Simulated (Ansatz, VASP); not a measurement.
**Zn (Zinc) in two plane-wave programs**

One calculation is typed for both programs; each brings its own data sets. How far apart do they land? The structure shown comes from an earlier run, which isn't shown and may have moved the atoms alone.

Program: Ansatz 0.2.0. Level of theory: plane waves, with VASP 6.6.1 beside it; LDA. Results are calculated unless marked as measured.

**1. Set-up**

It takes space group P6_3/mmc (No. 194, hexagonal). The conventional cell has a = 2.572 Å, b = 2.572 Å, c = 4.662 Å, α = 90.00°, β = 90.00°, γ = 120.00°. Nearest to Zn lie 12 Zn at 2.57 to 2.76 Å.

**2. Ansatz: elastic constants, LDA**

Ansatz runs on its default PAW (the set named soft_2) files.

Elastic constants are differences of stresses under small strains, so they test the stress and the mesh.

File input.yaml:

```yaml
crystal:
  lattice:
    - [2.5719834839, 0.0, 0.0]
    - [-1.2859917419, 2.2274030352, 0.0]
    - [0.0, 0.0, 4.6619167585]
  atoms:
    - { symbol: Zn, position: [0.3333333333, 0.6666666667, 0.25] }
    - { symbol: Zn, position: [0.6666666667, 0.3333333333, 0.75] }
kpoints:
  mp_grid: { grid: [4, 4, 4] }
hamiltonian:
  xc: lda
scf:
  occupations: { method: methfessel_paxton, width: 0.25 }
output:
  forces: true
  stress: true
  eigenvalues: true
elastic:
  mode: relaxed_ion
  stencil: two_point
  amplitude: 0.01
```

Launch:

```console
$ ansatz run input.yaml --threads 4 --pin off --max-ram 16384MiB --backend cpu --events-out ev --progress --plain --runs-dir out
```

Numbers of over 12 decimals in the logs are rounded to 6 here.

What it wrote:

```text
Engine: ansatz 0.2.0, aarch64-unknown-linux-gnu
Pseudopotentials: kind: paw
Pseudopotential: Zn, paw, valence charge 12, recommended cutoff 420 eV (normal), Zn.paw.azcp
Functional definition: SPW92
  exchange = slater_x
  correlation = pw_c
Crystal: 2 atoms, lattice volume = 26.707 Å³
Basis set: ecut = 420 eV, 513 PW (Γ)
Bands: 16, of which v1, the nominal top of the filled ones, is band 12 counted from 1 (11 counted from 0)
Symmetry: 24 space group operations
Space group: P63/mmc (ITA 194), of the structure as read, at distance tolerance 3.0e-5 Å
k-points: 12 of 64
Non-local potential: Zn, projectors of the file, l = 0: 2, l = 1: 2, l = 2: 3, l = 3: 1
PAW form: soft (Blöchl's): semilocal exchange-correlation on the pseudo side does not see the compensation charge
PAW frozen core: Zn, regenerated for the run's functional, and the local potential with it (the file was generated under x = pbe(κ = 0.804, μ = 0.219515), c = pbe(β = 0.066725))
PAW one-centre angular grid: Zn, 590 points (default); XC on 64 Gauss nodes
Initial density: superposition of atomic densities (neutral atoms: chi_scale 0, normalization atom), corrected by the library's trained network
Initial wavefunctions: pseudopotential atomic-orbital guess
Functional: x = slater, c = lda
SCF iter   1: F=—  HF=-6492.802671 eV  |F-HF|=—  |Δ(HF+E_count)|=         —  Δρ=5.97e-3  dr2=3.98e-3  ethr=1.77e-3  ⟨swp⟩=5.1  Hψ=918  notcnv=0
preconditioner: auto → none  [insulator: Δε(μ)=1.150 eV  Ē_g=14.105 eV  σ=0.250 eV  W_gap=0.92  n_scr=2 (ndim 8)  ℏωp=35.2 eV  f_vac=0.000  D(μ)=0.68/eV (n_scr^D=2)  ε∞_Penn≈7.2]
SCF iter   2: F=—  HF=-6492.802285 eV  |F-HF|=—  |Δ(HF+E_count)|=   3.86e-4  S|Δr|=    0.00e0  Δρ=2.22e-3  dr2=1.01e-3  ethr=1.66e-5  ⟨swp⟩=2.1  Hψ=426  notcnv=0
SCF iter   3: F=—  HF=-6492.801867 eV  |F-HF|=—  |Δ(HF+E_count)|=   4.18e-4  S|Δr|=    0.00e0  Δρ=1.37e-3  dr2=2.01e-4  ethr=4.23e-6  ⟨swp⟩=2.0  Hψ=320  notcnv=0
SCF iter   4: F=—  HF=-6492.801848 eV  |F-HF|=—  |Δ(HF+E_count)|=   1.86e-5  S|Δr|=    0.00e0  Δρ=3.09e-4  dr2=9.33e-6  ethr=8.38e-7  ⟨swp⟩=1.5  Hψ=263  notcnv=0
SCF iter   5: F=—  HF=-6492.801848 eV  |F-HF|=—  |Δ(HF+E_count)|=   3.51e-8  S|Δr|=    0.00e0  Δρ=3.46e-5  dr2=1.10e-7  ethr=3.89e-8  ⟨swp⟩=1.6  Hψ=256  notcnv=0
SCF iter   6: F=—  HF=-6492.801848 eV  |F-HF|=—  |Δ(HF+E_count)|=   4.15e-7  S|Δr|=    0.00e0  Δρ=1.90e-6  dr2=3.25e-10  ethr=4.57e-10  ⟨swp⟩=2.4  Hψ=334  notcnv=0
SCF iter   7: F=—  HF=-6492.801848 eV  |F-HF|=—  |Δ(HF+E_count)|=  1.55e-11  S|Δr|=    0.00e0  Δρ=6.96e-8  dr2=5.79e-13  ethr=1.35e-12  ⟨swp⟩=2.3  Hψ=333  notcnv=0
SCF iter   8: F=-6492.801848 eV  HF=-6492.801848 eV  |F-HF|=9.09e-13  |Δ(HF+E_count)|=  9.09e-13  S|Δr|=    0.00e0  Δρ=2.27e-9  dr2=9.15e-16  ethr=1.00e-12  ⟨swp⟩=5.2  Hψ=794  notcnv=0
SCF 1 converged in 8 iterations: F = -6492.801848 eV  dr2 = 9.15e-16
  greatest PAW one-centre occupation: 0.981 electrons in one spin orbital (limit 2), on the Zn atom at site 1 (counted from 0), in its partial waves of l = 2
Crystal: 2 atoms, lattice volume = 26.440 Å³
Symmetry: 8 space group operations
k-points: 21 of 64
Initial density: handed on by an earlier stage of this run
Initial wavefunctions: pseudopotential atomic-orbital guess (no wavefunctions were taken with the density)
iter 1 solved again at ethr=5.78e-4 eV; its pass at ethr=3.10e-3 eV (dr2=1.39e-1 eV) is discarded
SCF iter   1: F=—  HF=-6492.853326 eV  |F-HF|=—  |Δ(HF+E_count)|=         —  Δρ=3.90e-2  dr2=1.39e-1  ethr=5.78e-4  ⟨swp⟩=1.0  Hψ=2064  notcnv=0
preconditioner: auto → none  [insulator: Δε(μ)=1.111 eV  Ē_g=13.894 eV  σ=0.250 eV  W_gap=0.85  n_scr=2 (ndim 8)  ℏωp=35.4 eV  f_vac=0.000  D(μ)=0.67/eV (n_scr^D=2)  ε∞_Penn≈7.5]
SCF iter   2: F=—  HF=-6492.814980 eV  |F-HF|=—  |Δ(HF+E_count)|=   3.83e-2  S|Δr|=    0.00e0  Δρ=1.28e-2  dr2=2.07e-2  ethr=5.78e-4  ⟨swp⟩=2.0  Hψ=659  notcnv=0
SCF iter   3: F=—  HF=-6492.800652 eV  |F-HF|=—  |Δ(HF+E_count)|=   1.43e-2  S|Δr|=    0.00e0  Δρ=8.37e-3  dr2=3.68e-3  ethr=8.63e-5  ⟨swp⟩=2.0  Hψ=747  notcnv=0
SCF iter   4: F=—  HF=-6492.799518 eV  |F-HF|=—  |Δ(HF+E_count)|=   1.13e-3  S|Δr|=    0.00e0  Δρ=1.49e-3  dr2=1.32e-4  ethr=1.53e-5  ⟨swp⟩=2.2  Hψ=555  notcnv=0
SCF iter   5: F=—  HF=-6492.799648 eV  |F-HF|=—  |Δ(HF+E_count)|=   1.31e-4  S|Δr|=    0.00e0  Δρ=1.89e-4  dr2=4.52e-6  ethr=5.49e-7  ⟨swp⟩=2.1  Hψ=566  notcnv=0
SCF iter   6: F=—  HF=-6492.799648 eV  |F-HF|=—  |Δ(HF+E_count)|=   2.78e-7  S|Δr|=    0.00e0  Δρ=1.28e-5  dr2=2.34e-8  ethr=1.88e-8  ⟨swp⟩=2.0  Hψ=567  notcnv=0
SCF iter   7: F=—  HF=-6492.799650 eV  |F-HF|=—  |Δ(HF+E_count)|=   1.78e-6  S|Δr|=    0.00e0  Δρ=1.18e-6  dr2=1.37e-10  ethr=9.75e-11  ⟨swp⟩=2.1  Hψ=595  notcnv=0
SCF iter   8: F=—  HF=-6492.799650 eV  |F-HF|=—  |Δ(HF+E_count)|=  1.82e-12  S|Δr|=    0.00e0  Δρ=5.27e-8  dr2=3.50e-13  ethr=5.71e-13 (applied; sched 1.00e-12)  ⟨swp⟩=2.0  Hψ=549  notcnv=0
[...]
SCF iter   3: F=—  HF=-6492.802193 eV  |F-HF|=—  |Δ(HF+E_count)|=   1.36e-3  S|Δr|=    0.00e0  Δρ=2.99e-4  dr2=4.44e-6  ethr=1.18e-5  ⟨swp⟩=2.5  Hψ=653  notcnv=0
SCF iter   4: F=—  HF=-6492.802200 eV  |F-HF|=—  |Δ(HF+E_count)|=   6.46e-6  S|Δr|=    0.00e0  Δρ=1.56e-4  dr2=3.43e-6  ethr=1.85e-8  ⟨swp⟩=2.2  Hψ=683  notcnv=0
[...]
SCF iter  10: F=-6492.802200 eV  HF=-6492.802200 eV  |F-HF|=9.09e-13  |Δ(HF+E_count)|=  3.64e-12  S|Δr|=    0.00e0  Δρ=2.95e-9  dr2=2.00e-15  ethr=1.00e-12  ⟨swp⟩=4.2  Hψ=1371  notcnv=0
SCF 16 converged in 10 iterations: F = -6492.802200 eV  dr2 = 2.00e-15
relax step   1: F+E_penalty+E_count = -6492.80220034 eV  Δ(F+E_penalty+E_count) = +0.000e0 eV  max|allowed force component| = 9.532e-5 eV/Å  Δτ_max = 0.0000 Å  (10 SCF iters, accepted)
[...]
relax step   2: F+E_penalty+E_count = -6492.80220035 eV  Δ(F+E_penalty+E_count) = -3.726e-9 eV  max|allowed force component| = 5.743e-5 eV/Å  Δτ_max = 0.0000 Å  (6 SCF iters, accepted)
[...]
relax step   3: F+E_penalty+E_count = -6492.80220035 eV  Δ(F+E_penalty+E_count) = -1.997e-9 eV  max|allowed force component| = 4.757e-6 eV/Å  Δτ_max = 0.0000 Å  (5 SCF iters, accepted)
iter 1 solved again at ethr=1.00e-12 eV; its pass at ethr=3.10e-3 eV (dr2=2.17e-14 eV) is discarded
SCF iter   1: F=—  HF=-6492.802200 eV  |F-HF|=—  |Δ(HF+E_count)|=         —  Δρ=6.84e-9  dr2=6.07e-15  ethr=1.00e-12  ⟨swp⟩=2.2  Hψ=2132  notcnv=0
SCF iter   2: F=-6492.802200 eV  HF=-6492.802200 eV  |F-HF|=1.82e-12  |Δ(HF+E_count)|=  2.73e-12  S|Δr|=    0.00e0  Δρ=3.17e-9  dr2=1.22e-15  ethr=1.00e-12  ⟨swp⟩=4.2  Hψ=1359  notcnv=0
SCF 19 converged in 2 iterations: F = -6492.802200 eV  dr2 = 1.22e-15
SCF converged after 8 iterations
Stability not checked: this state was not tested for a lower state beside it, because cold or Methfessel-Paxton smearing, or corrected tetrahedra, fill the levels in a way that the test cannot read (fill_not_monotonic; see scf.lower_state_search)
Free energy (F): -6492.801848 eV
Harris-Foulkes:  -6492.801848 eV  (|F-HF|=9.09e-13)
Internal energy: -6492.799139 eV  (E = F + TS)
E sigma→0 (E₀):  -6492.801171 eV
Entropy (-TS):   -0.002709 eV (-1.354 meV/atom)
Fermi energy:    12.017573 eV
--- Per-component energies (eV) ---
  E_band       = 127.643158
  E_kinetic    = 265.400275
  E_local      = -2906.280822  (includes V_loc(G=0)·N_el)
  E_nonlocal   = 1225.365558
  E_hartree    = 1218.578187
  E_xc         = -274.134352
  E_vxc        = -110.859120  (∫ρ·V_xc dr)
  E_paw        = -3504.794403  (= ΣΔE_a)
  E_vpaw       = -783.138382  (= ΣTr[D̂ρ^β])
  E_aug_tail   = -0.000727  (compensation charges beyond the density's cutoff)
  E_ewald      = -2520.047139
  E_core_change = 3.114283  (= ΣΔE_core)
  E_smearing   = -0.002709  (= −TS)
  E_closure    = -0.000000  (closes the sum)
  Σ components = -6492.801848   (vs F -6492.801848, Δ=0.00e0)
--- Forces (eV/Å), atoms counted from 1 ---
  atom   1  Zn    -0.00000000     0.00000000     0.00000000
  atom   2  Zn     0.00000000    -0.00000000     0.00000000
  max |Σ_I F_I| component: 0.00e0 eV/Å
--- Stress (GPa, compression-positive) ---
        0.001260       0.000000       0.000000
       -0.000000       0.001260       0.000000
        0.000000       0.000000      -0.000060
  P = ⅓ Tr σ = 0.0008 GPa (0.008 kbar)
--- Band table (eV; the first three rows and the last of 12) ---
  k-point 0: bands = [... 8 lower, 5.0981, 5.3972, 5.3972, 8.5674, 10.0450, 28.2331, 31.1376, 31.1376]
  k-point 1: bands = [... 8 lower, 5.1595, 5.3674, 5.3674, 6.1489, 13.4238, 23.6533, 31.5676, 31.5676]
  k-point 2: bands = [... 8 lower, 5.2780, 5.2780, 5.2780, 5.2780, 18.2129, 18.2129, 32.6340, 32.6340]
  k-point 11: bands = [... 8 lower, 5.4677, 5.4677, 9.7318, 9.7318, 17.5100, 17.5100, 17.7991, 17.7991]
--- Elastic constants: 3 strain directions × 2 members + reference (group order 24) ---
  dense FFT box of the reference and of every strained cell: 18×18×32
  strains applied: 11, 33, 23; error gains: componentwise 1.00 (the most a stress slope's error grows in a printed constant), spectral 1.41 (1 for all six strains in a standard setting)
  C = ∂σ_k/∂η_j (tension-positive GPa; Voigt order 11 22 33 23 13 12):
       259.879     86.142     20.086      0.000      0.000     -0.000
        86.142    259.879     20.086      0.000      0.000     -0.000
        20.263     20.263    244.887      0.000      0.000      0.000
         0.000      0.000      0.000    -29.899      0.000      0.000
         0.000      0.000      0.000     -0.000    -29.899      0.000
        -0.000     -0.000     -0.000      0.000      0.000     86.868
  reference stress σ⁰ (GPa):     -0.001     -0.001      0.000     -0.000     -0.000      0.000
  C* (energy form; C + prestress term) asymmetry max|C*_kj − C*_jk| = 1.785e-1 GPa — a small one proves nothing (zero by symmetry where the batch's group is 432, −43m or m−3m); a large one is finite-difference/SCF noise where every solve meets its electron count
  moduli (Voigt/Reuss/Hill, GPa): K = 113.07/111.14/112.11   G = 47.96/-139.73/-45.88   E = -159.40   ν = 0.737
  mechanically stable: NO (min eigenvalue of sym C = -29.90 GPa)
  the stresses are not corrected for the forces that the relaxations left standing (`elastic.f_tol`)
  strain η (Voigt 11):  stress-route row diagonal C_11 = 259.88 GPa, energy-path curvature d²(F+E_count+ΔE)/dδ²/Ω₀ = 258.69 GPa
         δ    σ_11 (GPa)             F (eV)   n_scf  n_hpsi   n_pw
    -1.000e-2      -2.6738       -6492.7996556       2    3485    536   relax 3 steps, max|allowed force component| 6.06e-6 eV/Å
     1.000e-2       2.5238       -6492.7997441       2    3489    560   relax 3 steps, max|allowed force component| 1.88e-7 eV/Å
  strain η (Voigt 33):  stress-route row diagonal C_33 = 244.89 GPa, energy-path curvature d²(F+E_count+ΔE)/dδ²/Ω₀ = 244.92 GPa
         δ    σ_33 (GPa)             F (eV)   n_scf  n_hpsi   n_pw
    -1.000e-2      -2.5684       -6492.7997588       8    4720    537   relax 0 steps, max|allowed force component| 1.30e-16 eV/Å
     1.000e-2       2.3294       -6492.7998653       6    3336    568   relax 0 steps, max|allowed force component| 1.30e-16 eV/Å
  strain η (Voigt 23):  stress-route row diagonal C_44 = -29.90 GPa, energy-path curvature d²(F+E_count+ΔE)/dδ²/Ω₀ = -40.61 GPa
         δ    σ_23 (GPa)             F (eV)   n_scf  n_hpsi   n_pw
    -1.000e-2       0.2990       -6492.8022003       2    3909    546   relax 3 steps, max|allowed force component| 4.77e-6 eV/Å
     1.000e-2      -0.2990       -6492.8022003       2    3875    546   relax 3 steps, max|allowed force component| 4.76e-6 eV/Å
```

(Continued in part 2 of 2.)

[Lines on the potential files, build, host, timing and source positions are cut from VASP's logs without a mark.]

[Logs are printed without paths, hosts, clocks, repeated set-up lines and the standing remarks that a program may print on its own settings, such as how far it seeks lower states.]

[Hosts, paths, dates, database ids (printed as entryN), source tags and the programs' standing remarks are cut or masked in the printed files.]
